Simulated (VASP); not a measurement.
A run of VASP 6.6.1 is set up as follows.

The input POSCAR:

```
CdSe
1.0
    0.0000000000      3.0667875610      3.0667875610
    3.0667875610      0.0000000000      3.0667875610
    3.0667875610      3.0667875610      0.0000000000
Cd Se
1 1
Direct
    0.0000000000      0.0000000000      0.0000000000
    0.7500000000      0.7500000000      0.7500000000
```

File INCAR.step1:

```
ALGO = Normal ; EDIFF = 1E-4
ENCUT = 520 ; GGA = PE
ISMEAR = 0 ; LASPH = True
LCHARG = False ; LREAL = False
LWAVE = True ; NBANDS = 16
NELM = 100 ; PREC = Accurate
SIGMA = 0.02
```

File INCAR.step2:

```
ALGO = Normal ; EDIFF = 1E-6
ENCUT = 520 ; ISIF = 2
ISMEAR = 0 ; ISTART = 1
LASPH = True ; LCHARG = False
LMIXTAU = True ; LREAL = False
LWAVE = False ; METAGGA = R2SCAN
NBANDS = 16 ; NELM = 100
PREC = Accurate ; SIGMA = 0.02
```

KPOINTS

```
k-points
0
Gamma
  8 8 8
```

Potentials or basis: VASP PAW PBE potentials, release 64 (Cd, Se).

Command:

```bash
$ cat potpaw_PBE.64/Cd/POTCAR potpaw_PBE.64/Se/POTCAR > POTCAR
$ cp INCAR.step1 INCAR
$ mpirun -np 1 vasp_std > vasp.out
$ cp INCAR.step2 INCAR
$ mpirun -np 1 vasp_std > vasp.out
```

Q: Predict the band gap on the k mesh.

A: 1.03 eV, direct.

Q: Estimate the pressure.

A: 0.2 GPa.

Caveat: the PAW data sets were made with another functional, which shifts forces and pressure a little. r2SCAN opens gaps a little over a GGA but as a rule still falls short of measured ones.
